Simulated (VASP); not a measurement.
Output of a VASP run:

**OSZICAR**
```
       N       E                     dE             d eps       ncg     rms          rms(c)
DAV:   1     0.130874682403E+03    0.13087E+03   -0.94859E+03  2880   0.183E+03
DAV:   2    -0.148527344103E+02   -0.14573E+03   -0.13899E+03  2976   0.413E+02
DAV:   3    -0.253417301998E+02   -0.10489E+02   -0.99639E+01  3820   0.103E+02
DAV:   4    -0.258572268068E+02   -0.51550E+00   -0.51456E+00  3712   0.217E+01
DAV:   5    -0.258724879388E+02   -0.15261E-01   -0.15260E-01  3856   0.334E+00    0.202E+01
DAV:   6    -0.210746075142E+02    0.47979E+01   -0.29368E+01  3356   0.711E+01    0.682E+00
DAV:   7    -0.205483646478E+02    0.52624E+00   -0.39554E+00  3280   0.271E+01    0.553E+00
DAV:   8    -0.205171200475E+02    0.31245E-01   -0.17561E-01  3024   0.582E+00    0.241E+00
DAV:   9    -0.205230588294E+02   -0.59388E-02   -0.71163E-02  3392   0.277E+00    0.827E-01
DAV:  10    -0.205200761220E+02    0.29827E-02   -0.15677E-02  3644   0.195E+00    0.362E-01
DAV:  11    -0.205197031510E+02    0.37297E-03   -0.26333E-03  3316   0.693E-01    0.821E-02
DAV:  12    -0.205196258128E+02    0.77338E-04   -0.33919E-04  3044   0.317E-01    0.209E-02
DAV:  13    -0.205196136544E+02    0.12158E-04   -0.31063E-05  4004   0.876E-02    0.624E-03
DAV:  14    -0.205196133120E+02    0.34241E-06   -0.83495E-07  1824   0.116E-02
   1 F= -.19349845E+02 E0= -.19349867E+02  d E =-.193498E+02
```

**OUTCAR**
```
------------------------ aborting loop because EDIFF is reached ----------------------------------------
  FORCE on cell =-STRESS in cart. coord.  units (eV):
  Direction    XX          YY          ZZ          XY          YZ          ZX
  --------------------------------------------------------------------------------------
  Total        1.1608098      1.1608098      1.1608098      0.0000000      0.0000000      0.0000000
  in kB       99.2341281     99.2341281     99.2341281      0.0000000      0.0000000      0.0000000
  external PRESSURE =      -0.7658719 kB  Pullay stress =     100.0000000 kB
  volume of cell :       18.74
      direct lattice vectors                 reciprocal lattice vectors
     0.000000000  2.108273084  2.108273084    -0.237160927  0.237160927  0.237160927
     2.108273084  0.000000000  2.108273084     0.237160927 -0.237160927  0.237160927
     2.108273084  2.108273084  0.000000000     0.237160927  0.237160927 -0.237160927
 POSITION                                       TOTAL-FORCE (eV/Angst)
 -----------------------------------------------------------------------------------
      0.00000      0.00000      0.00000         0.000000     -0.000000      0.000000
      2.10827      2.10827      2.10827        -0.000000      0.000000      0.000000
 -----------------------------------------------------------------------------------
    total drift:                                0.000000     -0.000000     -0.000000
  FREE ENERGIE OF THE ION-ELECTRON SYSTEM (eV)
  ---------------------------------------------------
  free  energy   TOTEN  =       -20.5196133120 eV

  energy  without entropy=      -20.5196802243  energy(sigma->0) =      -20.51963562
  enthalpy is  TOTEN    =       -19.3498445865 eV   P V=        1.1697687255

 reached required accuracy - stopping structural energy minimisation
```
(Selected blocks of OUTCAR.)

POSCAR:
```
TiC
1
    0.0000000000     2.1082730842     2.1082730842
    2.1082730842     0.0000000000     2.1082730842
    2.1082730842     2.1082730842    -0.0000000000
Ti C
1 1
Direct
  0.0000000000   0.0000000000   0.0000000000
  0.5000000000   0.5000000000   0.5000000000
```

Problem. Reconstruct the remaining input files.

Solution. One answer among several that fit: the input of the run itself, LDA (Ceperley-Alder, Perdew-Zunger), plane waves, VASP's LDA PAW potentials (set 64).

File KPOINTS:
```
kpoints
0
Gamma
15 15 15
```

INCAR:
```
# general
SYSTEM  = TiC
PREC    = Accurate
ENCUT   = 620
LREAL   = F
LASPH   = T

# electronic loop
EDIFF   = 1E-6
NELM    = 100
ALGO    = Normal
LMAXMIX = 4

# smearing
ISMEAR  = 1
SIGMA   = 0.1

# ions
IBRION  = 2
NSW     = 40
ISIF    = 3
EDIFFG  = -0.02
PSTRESS = 100

# output
LWAVE   = F
LCHARG  = F
```

POTCAR, in this order: Ti_sv C (LDA.64 set). Program: vasp_std.

The compound is TiC in the rock salt structure. It was relaxed first under an external pressure of 10 GPa.
